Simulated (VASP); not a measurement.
Data:

```yaml
crystal:
  lattice:
    - [-2.10612, 2.10612, 2.10612]
    - [2.10612, -2.10612, 2.10612]
    - [2.10612, 2.10612, -2.10612]
  atoms:
    - { symbol: Na, position: [0.00000, 0.00000, 0.00000] }
```

Level of theory: PBEsol GGA, VASP's PBE PAW potentials (set 64) (plane waves; VASP 6.6.1). Settings: 520 eV cut-off, 12×12×12 Γ-centred mesh, first-order Methfessel-Paxton smearing of 0.10 eV, potentials Na_pv.

### Question
Predict the energy per atom (σ→0), band gap (on the k-mesh) with the smallest direct gap where there is one.

### Answer

| Item | Result |
|---|---|
| band gap (on the k-mesh) | none (metal, semimetal or under 0.01 eV) |
| energy per atom (σ→0) | -1.396 eV/atom |

Only differences to runs with the same potentials and settings are physical.

The compound is Na in the bcc structure. This cell is one point of a volume scan, at 1.03 of the reference volume.
